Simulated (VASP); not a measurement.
Data:

```
Yb
1.0
    0.00000     2.79480     2.79480
    2.79480     0.00000     2.79480
    2.79480     2.79480     0.00000
Yb
1
Direct
  0.00000   0.00000   0.00000
```

Computed with PBE GGA, VASP's PBE PAW potentials (set 64) (plane waves; VASP). Settings: 400 eV cut-off, 10×10×10 Γ-centred mesh, first-order Methfessel-Paxton smearing of 0.10 eV, potentials Yb_2.

The 4f electrons are frozen in the core of the lanthanide potential, so 4f levels, which can set the real gap, and their magnetism are missing.

Give the stress tensor in GPa (positive for a compressed cell).

```
-1.12   0.00   0.00
 0.00  -1.12   0.00
 0.00   0.00  -1.12
```
The pressure is its mean diagonal, -1.12 GPa.

The compound is Yb in the fcc structure. The cell was not relaxed at this level.
